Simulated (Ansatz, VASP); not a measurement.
## SiBF in two plane-wave programs

Wanted: the spread between two codes on one cell, functional and k mesh. The cell is generated by rule, not measured, and may not be a known phase. The cell is taken from a series of VASP runs on this material, whose earlier steps may have relaxed, scaled or displaced it; both programs get it as it stands. Other levels of theory on this material are compared in a session of their own.

Method: plane waves, with VASP 6.6.1 beside it; single point at PBE, in Ansatz 0.2.0.

## (1) The starting structure

Symmetry: Pmmm, No. 47, orthorhombic system. The conventional cell has a = 2.247 Å, b = 3.871 Å, c = 4.122 Å, α = 90.00°, β = 90.00°, γ = 90.00°. Nearest to Si lie 2 F at 2.06 Å and 2 Si at 2.25 Å. B has 2 F at 1.94 Å nearest. Nearest to F lie 2 B at 1.94 Å and 2 Si at 2.06 Å. Farther neighbours and most contacts between anions are not listed.

As a file:

```
Si B F
1.0
     3.87137    0.00000    0.00000
     0.00000    4.12231    0.00000
     0.00000    0.00000    2.24726
Si B F
1 1 1
Cartesian
  0.0000 2.0612 0.0000
  1.9357 0.0000 0.0000
  0.0000 0.0000 0.0000
```

## (2) VASP: single point, PBE

A single point gives forces, pressure and levels at one fixed geometry, so differences don't come from the geometry; what else differs is listed under the comparison.

Lines of VASP's logs that name or quote its potential files are left out, and so is its time.

Contents of INCAR:

```
SYSTEM = SiBF
PREC = Accurate
ENCUT = 520
EDIFF = 1E-06
NELM = 100
ISMEAR = -1
SIGMA = 0.05
LREAL = .FALSE.
ALGO = Normal
GGA = PE
NBANDS = 13
LORBIT = 11
LWAVE = .FALSE.
LCHARG = .FALSE.
ISIF = 2
```

Contents of POSCAR:

```
SiBF
1.0
    3.8713722616      0.0000000000      0.0000000000
    0.0000000000      4.1223069163      0.0000000000
    0.0000000000      0.0000000000      2.2472587849
Si B F
1 1 1
Direct
    0.0000000000      0.5000000000      0.0000000000
    0.5000000000      0.0000000000      0.0000000000
    0.0000000000      0.0000000000      0.0000000000
```

Contents of KPOINTS:

```
Automatic mesh
0
Gamma
7 7 12
0 0 0
```

PAW data sets: Si, B and F (PBE family, release 64).

Launch:

```bash
$ mpirun -np 1 vasp_std
```

Numbers of over 12 decimals in the logs are rounded to 6 here.

Output:

```text
[banner, memory and clock lines left out]
running    1 mpi-ranks, on    1 nodes
 distrk:  each k-point on    1 cores,    1 groups
 distr:  one band on    1 cores,    1 groups

 POSCAR found type information on POSCAR SiB F
 POSCAR found :  3 types and       3 ions
 LDA part: xc-table for (Slater+PW92), standard interpolation
 POSCAR, INCAR and KPOINTS ok, starting setup
 FFT: planning ... GRIDC
 FFT: planning ... GRID_SOFT
 FFT: planning ... GRID
 WAVECAR not read
 entering main loop
       N       E                     dE             d eps       ncg     rms          rms(c)
DAV:   1     0.356453934827E+02    0.35645E+02   -0.63013E+03  2912   0.953E+02
DAV:   2    -0.105811698149E+02   -0.46227E+02   -0.42606E+02  3796   0.169E+02
DAV:   3    -0.123582942056E+02   -0.17771E+01   -0.17633E+01  3645   0.306E+01
DAV:   4    -0.123668858125E+02   -0.85916E-02   -0.85856E-02  3375   0.240E+00
DAV:   5    -0.123669526721E+02   -0.66860E-04   -0.66856E-04  3637   0.207E-01    0.506E+00
DAV:   6    -0.120881755340E+02    0.27878E+00   -0.10268E+00  3112   0.100E+01    0.260E+00
DAV:   7    -0.120455732094E+02    0.42602E-01   -0.75567E-02  3380   0.279E+00    0.126E+00
DAV:   8    -0.120322962836E+02    0.13277E-01   -0.29141E-02  3457   0.129E+00    0.193E-01
DAV:   9    -0.120322532040E+02    0.43080E-04   -0.26116E-03  3377   0.479E-01    0.811E-02
DAV:  10    -0.120322856347E+02   -0.32431E-04   -0.21450E-04  3362   0.128E-01    0.167E-02
DAV:  11    -0.120322875316E+02   -0.18969E-05   -0.18423E-05  3397   0.401E-02    0.557E-03
DAV:  12    -0.120322879460E+02   -0.41440E-06   -0.20353E-06  2530   0.133E-02
   1 F= -.12032288E+02 E0= -.12029889E+02  d E =-.479818E-02
```

OUTCAR, selected parts (step 2):

```text
ion  position               nearest neighbor table
   1  0.000  0.500  0.000-   3 2.06   3 2.06
   2  0.500  0.000  0.000-   3 1.94   3 1.94
   3  0.000  0.000  0.000-   2 1.94   2 1.94   1 2.06   1 2.06

  LATTYP: Found a simple orthorhombic cell.
 ALAT       =     2.2472587849
 B/A-ratio  =     1.7227087008
 C/A-ratio  =     1.8343712544

 Subroutine GETGRP returns: Found  8 space group operations
 (whereof  8 operations were pure point group operations)

The static configuration has the point symmetry D_2h.

 Found    112 irreducible k-points:

   k-points           NKPTS =    112   k-points in BZ     NKDIM =    112   number of bands    NBANDS=     13

   dimension x,y,z NGX =    30 NGY =   32 NGZ =   18
   dimension x,y,z NGXF=    60 NGYF=   64 NGZF=   36

   ENCUT  =  520.0 eV  38.22 Ry    6.18 a.u.   7.20  7.66  4.18*2*pi/ulx,y,z

   NELECT =      14.0000    total number of electrons

 k-points in reciprocal lattice and weights: Automatic mesh
   0.00000000  0.00000000  0.00000000       0.002
   0.14285714  0.00000000  0.00000000       0.003
   0.28571429  0.00000000  0.00000000       0.003
   0.42857143  0.00000000  0.00000000       0.003
   0.00000000  0.14285714  0.00000000       0.003
   0.14285714  0.14285714  0.00000000       0.007
   0.28571429  0.14285714  0.00000000       0.007
   0.42857143  0.14285714  0.00000000       0.007
   0.00000000  0.28571429  0.00000000       0.003
[...]
0.28571429  0.42857143  0.50000000       0.007
   0.42857143  0.42857143  0.50000000       0.007

 average (electrostatic) potential at core
       1 -84.6988       2 -28.7322       3 -76.4935

 E-fermi :   6.1220

 k-point     1 :       0.0000    0.0000    0.0000
  band No.  band energies     occupation
    ...
      4      -3.7006      2.00000
      5       0.1052      2.00000
      6       1.2460      2.00000
      7       5.6966      1.99960
      8       5.7921      1.99728
      9      11.5216      0.00000
     10      11.5335      0.00000
     11      11.9299      0.00000
     12      13.2042      0.00000
     13      15.7613      0.00000

 k-point     2 :       0.1429    0.0000    0.0000
  band No.  band energies     occupation
    ...
      4      -3.7005      2.00000
      5       0.5524      2.00000
      6       1.2507      2.00000
      7       5.4146      2.00000
      8       5.5210      1.99999
      9      10.7800      0.00000
     10      11.1565      0.00000
     11      12.5969      0.00000
     12      14.5093      0.00000
     13      15.7241      0.00000

 k-point     3 :       0.2857    0.0000    0.0000
  band No.  band energies     occupation
    ...
      4      -3.6130      2.00000
      5       1.2613      2.00000
      6       1.4071      2.00000
      7       5.0170      2.00000
      8       5.1253      2.00000
      9       9.7123      0.00000
     10      10.0881      0.00000
     11      14.6649      0.00000
     12      15.6408      0.00000
     13      16.6729      0.00000

  Total        0.7959436     -0.2198734     -0.1529372      0.0000000      0.0000000      0.0000000
  in kB       35.5577704     -9.8225637     -6.8322749      0.0000000      0.0000000      0.0000000
  external PRESSURE =       6.3009773 kB  Pullay stress =       0.0000000 kB

  energy-cutoff  :      520.00
  volume of cell :       35.86
      direct lattice vectors                 reciprocal lattice vectors
     3.871372262  0.000000000  0.000000000     0.258306340  0.000000000  0.000000000
     0.000000000  4.122306916  0.000000000     0.000000000  0.242582617  0.000000000
     0.000000000  0.000000000  2.247258785     0.000000000  0.000000000  0.444986580

 POSITION                                       TOTAL-FORCE (eV/Angst)
 -----------------------------------------------------------------------------------
      0.00000      2.06115      0.00000         0.000000      0.000000      0.000000
      1.93569      0.00000      0.00000         0.000000      0.000000      0.000000
      0.00000      0.00000      0.00000         0.000000      0.000000      0.000000
 -----------------------------------------------------------------------------------
    total drift:                                0.000000     -0.000000      0.000000

  FREE ENERGIE OF THE ION-ELECTRON SYSTEM (eV)
  ---------------------------------------------------
  free  energy   TOTEN  =       -12.0322879460 eV

  energy  without entropy=      -12.0274897680  energy(sigma->0) =      -12.02988886

 total charge
# of ion       s       p       d       tot
------------------------------------------
    1        0.828   0.731   0.000   1.559
    2        0.717   0.679   0.000   1.396
    3        1.766   4.325   0.000   6.091
--------------------------------------------------
tot          3.311   5.735   0.000   9.046

[... 3 further parts left out ...]
```

The run ends at a pressure of 0.63 GPa.

## (3) Ansatz: single point, PBE

Ansatz runs on its default PAW (the set named soft_2) files.

The same cell, functional, mesh and smearing now go to Ansatz, which takes its cutoff from its data sets.

Contents of input.yaml:

```yaml
crystal:
  lattice:
    - [3.8713722616, 0.0, 0.0]
    - [0.0, 4.1223069163, 0.0]
    - [0.0, 0.0, 2.2472587849]
  atoms:
    - { symbol: Si, position: [0.0, 0.5, 0.0] }
    - { symbol: B, position: [0.5, 0.0, 0.0] }
    - { symbol: F, position: [0.0, 0.0, 0.0] }
hamiltonian:
  xc: pbe
  pseudopotentials: { kind: paw }
kpoints:
  mp_grid: { grid: [7, 7, 12] }
scf:
  occupations: { method: fermi_dirac, width: 0.05 }
  n_extra_bands: 4
output:
  forces: true
  stress: true
  eigenvalues: true
  write_density: true
  write_potential: true
  elf: true
  volumetric_format: npy
```

Launch:

```bash
$ ansatz run input.yaml --threads 2 --pin off --max-ram 4608MiB --backend cpu --events-out ev --progress --plain --runs-dir out
```

Output:

```text
scf.n_extra_bands = 4 over 7 filled bands (N_el = 14.0): the run solves 11 bands
Engine: ansatz 0.2.0, x86_64-unknown-linux-gnu
Pseudopotentials: kind: paw
Pseudopotential: Si, paw, valence charge 4, recommended cutoff 420 eV (normal), Si.paw.azcp
Pseudopotential: B, paw, valence charge 3, recommended cutoff 420 eV (normal), B.paw.azcp
Pseudopotential: F, paw, valence charge 7, recommended cutoff 420 eV (normal), F.paw.azcp
Functional definition: PBE
  parameter kappa = 0.804
  parameter beta = 0.066725
  exchange = pbe_x(kappa = kappa, mu = beta*pi^2/3)
  correlation = pbe_c(beta = beta)
Crystal: 3 atoms, lattice volume = 35.864 Å³
Basis set: ecut = 420 eV, 695 PW (Γ), exchange–correlation on 54×60×32 points (8 copies of the dense FFT grid, shifted against one another)
Bands: 11, of which v1, the nominal top of the filled ones, is band 7 counted from 1 (6 counted from 0)
Symmetry: 8 space group operations
Space group: Pmmm (ITA 47), of the structure as read, at distance tolerance 3.3e-5 Å
k-points: 112 of 588
Non-local potential: Si, projectors of the file, l = 0: 2, l = 1: 2, l = 2: 2
Non-local potential: B, projectors of the file, l = 0: 2, l = 1: 2, l = 2: 1
Non-local potential: F, projectors of the file, l = 0: 2, l = 1: 2, l = 2: 1
PAW form: soft (Blöchl's): semilocal exchange-correlation on the pseudo side does not see the compensation charge
PAW one-centre angular grid: Si, 110 points (default); XC on 64 Gauss nodes
PAW one-centre angular grid: B, 110 points (default); XC on 64 Gauss nodes
PAW one-centre angular grid: F, 110 points (default); XC on 64 Gauss nodes
Initial density: superposition of atomic densities (neutral atoms: chi_scale 0, normalization atom), corrected by the library's trained network
Initial wavefunctions: pseudopotential atomic-orbital guess
Functional: x = pbe(κ = 0.804, μ = 0.219515), c = pbe(β = 0.066725)
SCF iter   1: F=—  HF=-1595.407173 eV  |F-HF|=—  |Δ(HF+E_count)|=         —  Δρ=9.57e-3  dr2=5.98e-2  ethr=1.77e-3  ⟨swp⟩=5.7  Hψ=8321  notcnv=0
preconditioner: auto → none  [metal: Δε(μ)=0.033 eV  Ē_g=10.034 eV  σ=0.050 eV  W_gap=0.16  n_scr=8 (ndim 8)  ℏωp=21.5 eV  f_vac=0.000  D(μ)=0.57/eV (n_scr^D=4)  sad-step TF]
SCF iter   2: F=—  HF=-1595.401237 eV  |F-HF|=—  |Δ(HF+E_count)|=   5.94e-3  Δρ=6.61e-3  dr2=3.62e-2  ethr=4.27e-4  ⟨swp⟩=1.0  Hψ=2129  notcnv=0
SCF iter   3: F=—  HF=-1595.391637 eV  |F-HF|=—  |Δ(HF+E_count)|=   9.60e-3  Δρ=2.19e-3  dr2=3.54e-3  ethr=2.59e-4  ⟨swp⟩=2.3  Hψ=1803  notcnv=0
SCF iter   4: F=—  HF=-1595.390636 eV  |F-HF|=—  |Δ(HF+E_count)|=   1.00e-3  Δρ=4.74e-4  dr2=2.63e-5  ethr=2.53e-5  ⟨swp⟩=2.1  Hψ=1823  notcnv=0
SCF iter   5: F=—  HF=-1595.390425 eV  |F-HF|=—  |Δ(HF+E_count)|=   2.12e-4  Δρ=6.06e-5  dr2=1.38e-6  ethr=1.88e-7  ⟨swp⟩=2.0  Hψ=2343  notcnv=0
SCF iter   6: F=-1595.390424 eV  HF=-1595.390424 eV  |F-HF|=2.35e-8  |Δ(HF+E_count)|=   1.18e-7  Δρ=1.39e-5  dr2=2.57e-8  ethr=7.14e-10  ⟨swp⟩=10.3  Hψ=9429  notcnv=0
SCF 1 converged in 6 iterations: F = -1595.390424 eV  dr2 = 2.57e-8
  greatest PAW one-centre occupation: 0.939 electrons in one spin orbital (limit 2), on the F atom at site 2 (counted from 0), in its partial waves of l = 0
SCF converged after 6 iterations
Free energy (F): -1595.390424 eV
Harris-Foulkes:  -1595.390424 eV  (|F-HF|=2.35e-8)
Internal energy: -1595.385630 eV  (E = F + TS)
E sigma→0 (E₀):  -1595.388027 eV
Entropy (-TS):   -0.004795 eV (-1.598 meV/atom)
Fermi energy:    7.686941 eV
--- Per-component energies (eV) ---
  E_band       = -24.063856
  E_kinetic    = 285.029490
  E_local      = -782.518263  (includes V_loc(G=0)·N_el)
  E_nonlocal   = 112.367965
  E_hartree    = 306.925669
  E_xc         = -163.580740
  E_vxc        = -182.644729  (∫ρ·V_xc dr)
  E_paw        = -790.761219  (= ΣΔE_a)
  E_vpaw       = -70.150974  (= ΣTr[D̂ρ^β])
  E_aug_tail   = 0.002043  (compensation charges beyond the density's cutoff)
  E_ewald      = -562.850575
  E_smearing   = -0.004795  (= −TS)
  E_closure    = 0.000000  (closes the sum)
  Σ components = -1595.390424   (vs F -1595.390424, Δ=0.00e0)
--- Forces (eV/Å), atoms counted from 1 ---
  atom   1  Si    -0.00000000     0.00000000     0.00000000
  atom   2  B     -0.00000000     0.00000000     0.00000000
  atom   3  F      0.00000000     0.00000000     0.00000000
  max |Σ_I F_I| component: 5.92e-31 eV/Å
--- Stress (GPa, compression-positive) ---
        3.724546       0.000000       0.000000
        0.000000      -1.046982       0.000000
        0.000000       0.000000      -0.439198
  P = ⅓ Tr σ = 0.7461 GPa (7.461 kbar)
--- Band table (eV; the first three rows and the last of 112) ---
  k-point 0: bands = [... 3 lower, -2.1384, 1.6676, 2.7779, 7.2609, 7.3573, 13.0803, 13.0973, 13.4883]
  k-point 1: bands = [... 3 lower, -2.0576, 1.7947, 2.5239, 7.3891, 7.5085, 13.1545, 13.1729, 13.5864]
  k-point 2: bands = [... 3 lower, -1.8308, 1.7054, 2.3713, 7.7669, 7.9620, 12.8553, 13.3600, 13.8795]
  k-point 111: bands = [... 3 lower, -1.0903, 3.2383, 4.9991, 7.2821, 8.3471, 8.8063, 11.5514, 11.6389]
```

Elapsed: 1.1 s, on 2 threads of Intel Xeon 6975P-C (Granite Rapids), shared host; peak memory 0.39 GiB.

The run ends at a pressure of 0.75 GPa.

## (4) Differences

Known differences besides the potentials themselves: the cutoff is 420 eV in Ansatz and 520 eV in VASP; VASP leaves aspherical gradient terms in its spheres out (LASPH is not set), Ansatz keeps them. Total energies have different zeros and are not compared.

The two programs side by side:

| quantity | Ansatz | VASP | difference |
| --- | --- | --- | --- |
| pressure (GPa) | 0.75 | 0.63 | +0.12 |
| pressure without Ansatz's Pulay correction (GPa) | 0.38 | 0.63 | -0.25 |

Ansatz's pressure holds a Pulay correction of 0.36 GPa; VASP's holds none.

## (5) Results

| Quantity | Value |
| --- | --- |
| difference in pressure (single point, PBE) | 0.12 GPa |

In words: The difference in pressure is 0.12 GPa (single point, PBE), within the 1 GPa picked in this series as the mark of a large difference. 3 further runs of this series are not shown here. How closely two codes agree says nothing of how well the functional describes the real material.

[Lines on the potential files, build, host, timing and source positions are cut from VASP's logs without a mark.]

[Logs are printed without paths, hosts, clocks, repeated set-up lines and the standing remarks that a program may print on its own settings, such as how far it seeks lower states.]

[Hosts, paths, dates, database ids (printed as entryN), source tags and the programs' standing remarks are cut or masked in the printed files.]
